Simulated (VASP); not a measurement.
A convergence study with VASP on La2O3 (a-type): one setting is varied, all else stays as given below, so the limit is that of these other settings. Each run relaxes cell and ions from the cell shown.

```yaml
crystal:
  lattice:
    - [1.97000, -3.41214, 0.00000]
    - [1.97000, 3.41214, 0.00000]
    - [0.00000, 0.00000, 6.13000]
  atoms:
    - { symbol: La, position: [0.33333, 0.66667, 0.24700] }
    - { symbol: La, position: [0.66667, 0.33333, 0.75300] }
    - { symbol: O, position: [0.00000, 0.00000, 0.00000] }
    - { symbol: O, position: [0.33333, 0.66667, 0.64700] }
    - { symbol: O, position: [0.66667, 0.33333, 0.35300] }
```

All values below come from PBE GGA, VASP's PBE PAW potentials (set 64) (plane waves; VASP). The tightest run used: 700 eV cut-off, 10×10×6 Γ-centred mesh, Gaussian smearing of 0.050 eV, potentials La O.

Problem. The settings run are 2×2×1 mesh; 3×3×2 mesh; 4×4×2 mesh; 6×6×3 mesh; 7×7×4 mesh; 8×8×5 mesh; 9×9×5 mesh; 10×10×6 mesh. From which on does the relaxed volume stay within 0.02 Å³/atom of the tightest run?

Solution. From 3×3×2 mesh on: it is off by 0.001 there and by no more than 0.02 in any finer run, while 2×2×1 mesh is off by 0.439.
| setting | relaxed volume (Å³/atom) | E (eV/atom) | irreducible k-points | difference judged (Å³/atom) |
|---|---|---|---|---|
| 2×2×1 mesh | 17.021 | -8.2661 | 2 | 0.439 |
| 3×3×2 mesh | 16.580 | -8.3686 | 6 | 0.001 |
| 4×4×2 mesh | 16.588 | -8.3675 | 8 | 0.007 |
| 6×6×3 mesh | 16.582 | -8.3682 | 17 | 0.001 |
| 7×7×4 mesh | 16.576 | -8.3682 | 28 | 0.006 |
| 8×8×5 mesh | 16.580 | -8.3682 | 40 | 0.001 |
| 9×9×5 mesh | 16.585 | -8.3682 | 50 | 0.004 |
| 10×10×6 mesh | 16.581 | -8.3682 | 72 | 0.000 |

Left out are rungs that failed or repeat a setting and relaxations that didn't move; long series are thinned to 24 rows.

The compound is La2O3 in the a-type structure.
